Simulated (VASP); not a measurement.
Method: PBEsol GGA, VASP's PBE PAW potentials (set 64) (plane waves; VASP 6.6.1).

The input files of a VASP run:

**POSCAR**
```
SrAg3Pd2
1
    5.4376080000     0.0000000000     0.0000000000
   -2.7188040000     4.7091070000     0.0000000000
    0.0000000000     0.0000000000     4.4650370000
Sr Ag Pd
1 3 2
Direct
  0.0000000000   0.0000000000   0.0000000000
  0.5000000000   0.0000000000   0.5000000000
  0.5000000000   0.5000000000   0.5000000000
  0.0000000000   0.5000000000   0.5000000000
  0.3333330000   0.6666670000   0.0000000000
  0.6666670000   0.3333330000   0.0000000000
```

**INCAR**
```
SYSTEM = SrAg3Pd2
PREC = Accurate
ENCUT = 300
EDIFF = 1E-6
NELM = 100
ALGO = Normal
LREAL = .FALSE.
LASPH = .TRUE.
ISMEAR = 0
SIGMA = 0.2
GGA = PS
LMAXMIX = 4
LWAVE = .FALSE.
LCHARG = .FALSE.
ISIF = 2
```

KPOINTS:
```
Automatic mesh
0
Gamma
6 6 6
0 0 0
```

POTCAR, in this order: Sr_sv Ag Pd (PBE.64 set). Program: vasp_std.

What will the output report for the number of irreducible k-points (NKPTS), largest plane-wave count, number of space-group operations, FFT grid (NGX, NGY, NGZ)?

```yaml
number of irreducible k-points (NKPTS): 28
largest_plane_wave_count: 1375
number_of_space_group_operations: 24
FFT grid (NGX, NGY, NGZ): 32 × 32 × 28
```

The structure comes from a computed database's SrAg3Pd2 entry (P6/mmm); how it stands against other phases isn't given here. The cell was not relaxed at this level, and its volume differs by -5.9 % from the start's. The electron count is odd and the run is not spin-polarised, which forces a metal.
